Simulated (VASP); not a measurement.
Given:

```
YAs
1.0
    0.00000     2.85070     2.85070
    2.85070     0.00000     2.85070
    2.85070     2.85070     0.00000
Y As
1 1
Cartesian
  0.00000   0.00000   0.00000
  2.85070   2.85070   2.85070
```

Computed with LDA (Ceperley-Alder, Perdew-Zunger), VASP's LDA PAW potentials (set 64) (plane waves; VASP). Run with 400 eV cut-off, 12×12×12 Γ-centred mesh, tetrahedra with Blöchl corrections, potentials Y_sv As.

**Question.** Predict the energy per atom (σ→0), band gap (on the k-mesh) with the smallest direct gap where there is one.

**Answer.** 
```json
{
 "band gap (on the k-mesh)": "none (metal, semimetal or under 0.01 eV)",
 "energy per atom (σ→0)": "-7.794 eV/atom"
}
```

The absolute energy has meaning only against runs of the same code, potentials and settings.

The structure comes from a computed database's YAs entry (Fm-3m); how it stands against other phases isn't given here. It was relaxed first, which changed the volume by -6 %.
